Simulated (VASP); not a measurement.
Data:

```
CELL_PARAMETERS angstrom
      0.00000     2.38002     2.38002
      2.38002     0.00000     2.38002
      2.38002     2.38002     0.00000
ATOMIC_POSITIONS crystal
  Zr 0.00000 0.00000 0.00000
  C  0.50000 0.50000 0.50000
```

All values below come from r2SCAN meta-GGA, VASP's PBE PAW potentials (set 64) (plane waves; VASP 6.6.1). Run with 520 eV cut-off, 13×13×13 Γ-centred mesh, first-order Methfessel-Paxton smearing of 0.10 eV, potentials Zr_sv C.

Give the stress tensor in GPa (positive for a compressed cell).

```
-6.45   0.00   0.00
 0.00  -6.45   0.00
 0.00   0.00  -6.45
```
The pressure is its mean diagonal, -6.45 GPa.

The compound is ZrC in the rock salt structure. This cell is one point of a volume scan, at 1.03 of the reference volume.
